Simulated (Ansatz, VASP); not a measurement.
## Nb3Ga in two plane-wave programs

Wanted: the spread between two codes on one cell, functional and k mesh. Of the first pair: The two relaxations start from unlike cells of this crystal (the structure described is Ansatz's start), so only their ends are compared.

Program: Ansatz 0.2.0. Level of theory: plane waves, with VASP 6.6.1 beside it; relaxation of cell and atoms at LDA and elastic constants at LDA. Results are calculated unless marked as measured.

## 1. Starting point

The structure is cubic, space group Pm-3n (No. 223). The conventional cell has a = 5.164 Å, b = 5.164 Å, c = 5.164 Å, α = 90.00°, β = 90.00°, γ = 90.00°. Nearest to Nb lie 2 Nb at 2.58 Å and 4 Ga at 2.89 Å. Ga has 12 Nb at 2.89 Å nearest. Farther neighbours are not listed.

## 2. Ansatz: relaxation of cell and atoms, LDA

Ansatz runs on its PAW soft_1 files.

The relaxed volume is the usual yardstick between codes: in a stiff, nearly cubic crystal its relative difference is about their pressure difference at one cell divided by the bulk modulus.

input.yaml reads:

```yaml
crystal:
  lattice:
    - [5.164, 0.0, 0.0]
    - [0.0, 5.164, 0.0]
    - [0.0, 0.0, 5.164]
  atoms:
    - { symbol: Nb, position: [0.25, 0.0, 0.5] }
    - { symbol: Nb, position: [0.5, 0.75, 0.0] }
    - { symbol: Nb, position: [0.75, 0.0, 0.5] }
    - { symbol: Nb, position: [0.5, 0.25, 0.0] }
    - { symbol: Nb, position: [0.0, 0.5, 0.75] }
    - { symbol: Nb, position: [0.0, 0.5, 0.25] }
    - { symbol: Ga, position: [0.0, 0.0, 0.0] }
    - { symbol: Ga, position: [0.5, 0.5, 0.5] }
kpoints:
  mp_grid: { grid: [4, 4, 4] }
hamiltonian:
  xc: lda
  pseudopotentials: { kind: paw, azcp: { folder: soft_1 }, xc_functional: pbe }
scf:
  occupations: { method: gaussian, width: 0.1 }
output:
  forces: true
  stress: true
  eigenvalues: true
basis:
  ecutwfc: 260.0
relax:
  adjacent_minimum: "off"
  f_tol: 0.05
  max_steps: 80
  cell: { stress_tol: 0.5 }
```

The run is started by

```sh
ansatz run input.yaml --threads 4 --pin off --max-ram 8192MiB --backend cpu --events-out ev --progress --plain --runs-dir out
```

Numbers of over 12 decimals in the logs are rounded to 6 here.

Log:

```text
Warning: basis.ecutwfc = 260 eV is below the records' recommended 420 eV, and the density's cutoff is lower with it unless basis.ecutrho_ratio is high enough to keep the records' density cutoff: compare with a run at a higher cutoff
The last accepted step is kept in <dir> (removed where the run ends without a failure and the disk answers)
Engine: ansatz 0.2.0, x86_64-unknown-linux-gnu
Pseudopotentials: kind: paw
Pseudopotential: Nb, paw, valence charge 13, recommended cutoff 420 eV (normal), soft_1/Nb.paw.azcp
Pseudopotential: Ga, paw, valence charge 13, recommended cutoff 420 eV (normal), soft_1/Ga.paw.azcp
Functional definition: SPW92
  exchange = slater_x
  correlation = pw_c
Crystal: 8 atoms, lattice volume = 137.708 Å³
Basis set: ecut = 260 eV, 1357 PW (Γ)
Bands: 63, of which v1, the nominal top of the filled ones, is band 52 counted from 1 (51 counted from 0)
Symmetry: 48 space group operations
Space group: Pm-3n (ITA 223), of the structure as read, at distance tolerance 5.2e-5 Å
k-points: 10 of 64
Non-local potential: Nb, projectors of the file, l = 0: 3, l = 1: 2, l = 2: 2, l = 3: 1
Non-local potential: Ga, projectors of the file, l = 0: 2, l = 1: 2, l = 2: 3, l = 3: 1
PAW form: soft (Blöchl's): semilocal exchange-correlation on the pseudo side does not see the compensation charge
PAW frozen core: Nb, regenerated for the run's functional, and the local potential with it (the file was generated under x = pbe(κ = 0.804, μ = 0.219515), c = pbe(β = 0.066725))
[...]
k-point 1: bands = [... 48 lower, 16.1779, 16.9064, 17.1843, 17.1843, 17.5576, 17.6007, 19.5449, 20.0505, ... 7 higher]
  k-point 2: bands = [... 48 lower, 16.5463, 16.5463, 16.6164, 16.6164, 17.2399, 17.2399, 19.3315, 19.3315, ... 7 higher]
  k-point 9: bands = [... 48 lower, 17.5031, 17.5031, 17.5031, 17.5031, 17.8902, 17.8902, 17.8902, 17.8902, ... 7 higher]
--- Relaxed structure (6 steps of the walk, 5 accepted, 3 SCFs on fresh bases) ---
  F+E_penalty+E_count = -34069.12192039 eV   max|allowed force component| = 6.090e-17 eV/Å   (the final SCF, on the basis selected at the relaxed cell)
  cell:  # Å, volume = 131.0367 Å³
    - [5.079227, 0, 0]
    - [0, 5.079227, 0.0]
    - [0, 0.0, 5.079227]
  atoms:
    - { symbol: Nb, position: [0.25, 0, 0.5] }
    - { symbol: Nb, position: [0.5, 0.75, 0] }
    - { symbol: Nb, position: [0.75, 0, 0.5] }
    - { symbol: Nb, position: [0.5, 0.25, 0] }
    - { symbol: Nb, position: [0, 0.5, 0.75] }
    - { symbol: Nb, position: [0, 0.5, 0.25] }
    - { symbol: Ga, position: [0, 0, 0] }
    - { symbol: Ga, position: [0.5, 0.5, 0.5] }
```

## 3. VASP: relaxation of cell and atoms, LDA

Its own start cell and the same functional (in two slightly different forms), mesh and smearing now go to VASP, with its own data sets.

Lines of VASP's logs that name or quote its potential files are left out, and so is its time.

INCAR reads:

```
SYSTEM = Nb3Ga
PREC = Accurate
ENCUT = 500
EDIFF = 1E-07
NELM = 120
ISMEAR = 0
SIGMA = 0.1
LREAL = .FALSE.
ALGO = Normal
GGA = CA
NBANDS = 64
LASPH = .TRUE.
LORBIT = 11
LWAVE = .FALSE.
LCHARG = .FALSE.
ISIF = 3
IBRION = 2
NSW = 80
EDIFFG = -0.005
GGA_COMPAT = .FALSE.
NELMIN = 4
KPAR = 2
```

POSCAR reads:

```
Nb3Ga
1.0
    5.0773099025      0.0000000000      0.0000000000
    0.0000000000      5.0773099025      0.0000000000
    0.0000000000      0.0000000000      5.0773099025
Nb Ga
6 2
Direct
    0.2500000000      0.0000000000      0.5000000000
    0.5000000000      0.7500000000      0.0000000000
    0.7500000000      0.0000000000      0.5000000000
    0.5000000000      0.2500000000      0.0000000000
    0.0000000000      0.5000000000      0.7500000000
    0.0000000000      0.5000000000      0.2500000000
    0.0000000000      0.0000000000      0.0000000000
    0.5000000000      0.5000000000      0.5000000000
```

KPOINTS reads:

```
Automatic mesh
0
Gamma
4 4 4
0 0 0
```

The projector-augmented-wave data sets are Nb_sv and Ga_d (LDA family, release 64).

The run is started by

```sh
mpirun -np 2 vasp_std
```

Log:

```text
[banner, memory and clock lines left out]
running    2 mpi-ranks, on    1 nodes
 distrk:  each k-point on    1 cores,    2 groups
 distr:  one band on    1 cores,    1 groups

 POSCAR found type information on POSCAR NbGa
 POSCAR found :  2 types and       8 ions
 LDA part: xc-table for (Slater(with rela. corr.)+CA(PZ))
 , standard interpolation
 POSCAR, INCAR and KPOINTS ok, starting setup
 FFT: planning ... GRIDC
 FFT: planning ... GRID_SOFT
 FFT: planning ... GRID
 WAVECAR not read
 entering main loop
       N       E                     dE             d eps       ncg     rms          rms(c)
DAV:   1     0.176821274981E+04    0.17682E+04   -0.48135E+04  1456   0.228E+03
DAV:   2     0.169278481411E+03   -0.15989E+04   -0.15561E+04  1424   0.896E+02
DAV:   3    -0.466077669743E+02   -0.21589E+03   -0.20753E+03  1720   0.274E+02
DAV:   4    -0.766500148608E+02   -0.30042E+02   -0.29163E+02  2072   0.827E+01
DAV:   5    -0.792694421485E+02   -0.26194E+01   -0.26032E+01  2448   0.230E+01    0.189E+01
DAV:   6    -0.767137971853E+02    0.25556E+01   -0.91839E+00  1960   0.159E+01    0.654E+00
DAV:   7    -0.765012204571E+02    0.21258E+00   -0.18307E+00  2040   0.696E+00    0.246E+00
DAV:   8    -0.765097208227E+02   -0.85004E-02   -0.22994E-01  2112   0.228E+00    0.496E-01
DAV:   9    -0.765112958613E+02   -0.15750E-02   -0.37813E-02  2240   0.115E+00    0.325E-01
DAV:  10    -0.765113718789E+02   -0.76018E-04   -0.55612E-03  1920   0.394E-01    0.432E-02
DAV:  11    -0.765113193143E+02    0.52565E-04   -0.60718E-04  2168   0.144E-01    0.144E-02
DAV:  12    -0.765113172814E+02    0.20329E-05   -0.57183E-05  2264   0.381E-02    0.103E-02
DAV:  13    -0.765113179330E+02   -0.65165E-06   -0.58678E-06  2096   0.134E-02    0.177E-03
DAV:  14    -0.765113179493E+02   -0.16256E-07   -0.46873E-07  1392   0.347E-03
   1 F= -.76511318E+02 E0= -.76483249E+02  d E =-.765113E+02
 curvature:   0.00 expect dE= 0.000E+00 dE for cont linesearch  0.000E+00
 trial: gam= 0.00000 g(F)=  0.276E-48 g(S)=  0.411E-04 ort = 0.000E+00 (trialstep = 0.100E+01)
 search vector abs. value=  0.411E-04
 bond charge predicted
       N       E                     dE             d eps       ncg     rms          rms(c)
DAV:   1    -0.765119079672E+02   -0.59003E-03   -0.21101E-02  1480   0.122E+00    0.187E-01
DAV:   2    -0.765114764789E+02    0.43149E-03   -0.23967E-03  1784   0.391E-01    0.940E-02
DAV:   3    -0.765112855614E+02    0.19092E-03   -0.97158E-04  1960   0.183E-01    0.498E-02
DAV:   4    -0.765112881610E+02   -0.25996E-05   -0.10300E-04  1920   0.508E-02    0.237E-02
DAV:   5    -0.765112917263E+02   -0.35653E-05   -0.19269E-05  2184   0.148E-02    0.136E-02
DAV:   6    -0.765112937426E+02   -0.20163E-05   -0.63348E-06  2144   0.109E-02    0.143E-03
DAV:   7    -0.765112937913E+02   -0.48663E-07   -0.77261E-07  1504   0.434E-03
   2 F= -.76511294E+02 E0= -.76483222E+02  d E =0.241580E-04
 trial-energy change:    0.000024  1 .order    0.000018   -0.000041    0.000078
 step:   0.2859(harm=  0.3458)  dis= 0.00000  next Energy=   -76.511324 (dE=-0.575E-05)
 bond charge predicted
       N       E                     dE             d eps       ncg     rms          rms(c)
DAV:   1    -0.765116345116E+02   -0.34077E-03   -0.10770E-02  1464   0.870E-01    0.133E-01
DAV:   2    -0.765114159925E+02    0.21852E-03   -0.12260E-03  1752   0.279E-01    0.673E-02
DAV:   3    -0.765113185319E+02    0.97461E-04   -0.49490E-04  1944   0.131E-01    0.355E-02
DAV:   4    -0.765113198817E+02   -0.13498E-05   -0.52352E-05  1896   0.362E-02    0.170E-02
DAV:   5    -0.765113217074E+02   -0.18257E-05   -0.98197E-06  2136   0.104E-02    0.959E-03
DAV:   6    -0.765113227178E+02   -0.10104E-05   -0.31628E-06  2120   0.790E-03    0.117E-03
DAV:   7    -0.765113227388E+02   -0.20973E-07   -0.36418E-07  1272   0.314E-03
   3 F= -.76511323E+02 E0= -.76483252E+02  d E =-.478948E-05
 curvature:  -0.17 expect dE=-0.695E-07 dE for cont linesearch -0.695E-07
 trial: gam=-0.08943 g(F)=  0.592E-48 g(S)=  0.406E-06 ort = 0.409E-05 (trialstep = 0.857E+00)
 search vector abs. value=  0.410E-08
 reached required accuracy - stopping structural energy minimisation
```

OUTCAR, selected parts (step 3):

```text
ion  position               nearest neighbor table
   1  0.250  0.000  0.500-   3 2.54   3 2.54   8 2.84   7 2.84   8 2.84   7 2.84
   2  0.500  0.750  0.000-   4 2.54   4 2.54   8 2.84   8 2.84   7 2.84   7 2.84
   3  0.750  0.000  0.500-   1 2.54   1 2.54   8 2.84   7 2.84   8 2.84   7 2.84
   4  0.500  0.250  0.000-   2 2.54   2 2.54   8 2.84   8 2.84   7 2.84   7 2.84
   5  0.000  0.500  0.750-   6 2.54   6 2.54   8 2.84   7 2.84   7 2.84   8 2.84
   6  0.000  0.500  0.250-   5 2.54   5 2.54   8 2.84   7 2.84   7 2.84   8 2.84
   7  0.000  0.000  0.000-   1 2.84   2 2.84   3 2.84   4 2.84   5 2.84   6 2.84   1 2.84   3 2.84
                             5 2.84   6 2.84   2 2.84   4 2.84
   8  0.500  0.500  0.500-   1 2.84   2 2.84   3 2.84   4 2.84   5 2.84   6 2.84   2 2.84   4 2.84
                             1 2.84   3 2.84   5 2.84   6 2.84

  LATTYP: Found a simple cubic cell.
 ALAT       =     5.0773099025

 Subroutine GETGRP returns: Found 48 space group operations
 (whereof 24 operations were pure point group operations)

The static configuration has the point symmetry T_h .
 The point group associated with its full space group is O_h .

 Found     10 irreducible k-points:

   k-points           NKPTS =     10   k-points in BZ     NKDIM =     10   number of bands    NBANDS=     64

   dimension x,y,z NGX =    40 NGY =   40 NGZ =   40
   dimension x,y,z NGXF=    80 NGYF=   80 NGZF=   80

   ENCUT  =  500.0 eV  36.75 Ry    6.06 a.u.   9.26  9.26  9.26*2*pi/ulx,y,z

   NELECT =     104.0000    total number of electrons

 k-points in reciprocal lattice and weights: Automatic mesh
   0.00000000  0.00000000  0.00000000       0.016
   0.25000000  0.00000000  0.00000000       0.094
   0.50000000  0.00000000  0.00000000       0.047
   0.25000000  0.25000000  0.00000000       0.188
   0.50000000  0.25000000  0.00000000       0.188
   0.50000000  0.50000000  0.00000000       0.047
   0.25000000  0.25000000  0.25000000       0.125
   0.50000000  0.25000000  0.25000000       0.188
   0.50000000  0.50000000  0.25000000       0.094
   0.50000000  0.50000000  0.50000000       0.016

 average (electrostatic) potential at core
       1 -76.8635       2 -76.8635       3 -76.8635       4 -76.8635       5 -76.8635
       6 -76.8635       7 -59.6791       8 -59.6791

 E-fermi :  10.9324

 k-point     1 :       0.0000    0.0000    0.0000
  band No.  band energies     occupation
    ...
     50      10.4495      2.00000
     51      10.4495      2.00000
     52      10.4495      2.00000
     53      10.8991      1.36205
     54      10.8991      1.36205
     55      13.7807      0.00000
     56      13.7807      0.00000
     57      13.7807      0.00000
     58      14.2010      0.00000
     59      14.9494      0.00000
    ...

 k-point     2 :       0.2500    0.0000    0.0000
  band No.  band energies     occupation
    ...
     48       9.2762      2.00000
     49       9.6618      2.00000
     50      10.3909      2.00000
     51      10.6668      1.99983
     52      10.6668      1.99983
     53      11.0412      0.12381
     54      11.0878      0.02789
     55      13.0447      0.00000
     56      13.5501      0.00000
     57      13.5501      0.00000
    ...

 k-point     3 :       0.5000    0.0000    0.0000
  band No.  band energies     occupation
    ...
     50      10.0315      2.00000
     51      10.0988      2.00000
     52      10.0988      2.00000
     53      10.7207      1.99724
     54      10.7207      1.99724
     55      12.8165      0.00000
     56      12.8165      0.00000
     57      13.5008      0.00000
     58      13.5008      0.00000
     59      14.0191      0.00000
    ...

  Total       -0.0047348     -0.0047348     -0.0047348      0.0000000     -0.0000000      0.0000000
  in kB       -0.0579725     -0.0579725     -0.0579725      0.0000000     -0.0000000      0.0000000
  external PRESSURE =      -0.0579725 kB  Pullay stress =       0.0000000 kB

  energy-cutoff  :      500.00
  volume of cell :      130.86
      direct lattice vectors                 reciprocal lattice vectors
     5.076892377  0.000000000 -0.000000000     0.196970888  0.000000000  0.000000000
    -0.000000000  5.076892377  0.000000000    -0.000000000  0.196970888 -0.000000000
    -0.000000000  0.000000000  5.076892377     0.000000000 -0.000000000  0.196970888

 POSITION                                       TOTAL-FORCE (eV/Angst)
 -----------------------------------------------------------------------------------
      1.26922      0.00000      2.53845         0.000000     -0.000000      0.000000
      2.53845      3.80767     -0.00000         0.000000      0.000000      0.000000
      3.80767      0.00000      2.53845        -0.000000     -0.000000     -0.000000
      2.53845      1.26922     -0.00000        -0.000000     -0.000000     -0.000000
     -0.00000      2.53845      3.80767         0.000000      0.000000      0.000000
     -0.00000      2.53845      1.26922         0.000000      0.000000     -0.000000
     -0.00000      0.00000      0.00000        -0.000000      0.000000     -0.000000
      2.53845      2.53845      2.53845        -0.000000      0.000000     -0.000000
 -----------------------------------------------------------------------------------
    total drift:                                0.000000     -0.000000     -0.000000

  FREE ENERGIE OF THE ION-ELECTRON SYSTEM (eV)
  ---------------------------------------------------
  free  energy   TOTEN  =       -76.5113227388 eV

  energy  without entropy=      -76.4551821549  energy(sigma->0) =      -76.48325245

 reached required accuracy - stopping structural energy minimisation

 total charge
# of ion       s       p       d       tot
------------------------------------------
    1        2.206   6.005   2.618  10.828
    2        2.206   6.005   2.618  10.828
    3        2.206   6.005   2.618  10.828
    4        2.206   6.005   2.618  10.828
    5        2.206   6.005   2.618  10.828
    6        2.206   6.005   2.618  10.828
    7        0.900   0.984   9.986  11.870
    8        0.900   0.984   9.986  11.870
--------------------------------------------------
tot         15.036  37.996  35.679  88.711

[... 3 further parts left out ...]
```

CONTCAR:

```
Nb3Ga
   1.00000000000000
     5.0768923768573240    0.0000000000000000   -0.0000000000000000
    -0.0000000000000000    5.0768923768573240    0.0000000000000000
    -0.0000000000000000    0.0000000000000000    5.0768923768573240
  Nb              Ga
     6     2
Direct
     0.2500000000000000    0.0000000000000000    0.5000000000000000
     0.5000000000000000    0.7500000000000000    0.0000000000000000
     0.7500000000000000    0.0000000000000000    0.5000000000000000
     0.5000000000000000    0.2500000000000000    0.0000000000000000
     0.0000000000000000    0.5000000000000000    0.7500000000000000
     0.0000000000000000    0.5000000000000000    0.2500000000000000
     0.0000000000000000    0.0000000000000000    0.0000000000000000
     0.5000000000000000    0.5000000000000000    0.5000000000000000
```

[end of part 1 of 2]

[Lines on the potential files, build, host, timing and source positions are cut from VASP's logs without a mark.]

[Logs are printed without paths, hosts, clocks, repeated set-up lines and the standing remarks that a program may print on its own settings, such as how far it seeks lower states.]

[Hosts, paths, dates, database ids (printed as entryN), source tags and the programs' standing remarks are cut or masked in the printed files.]
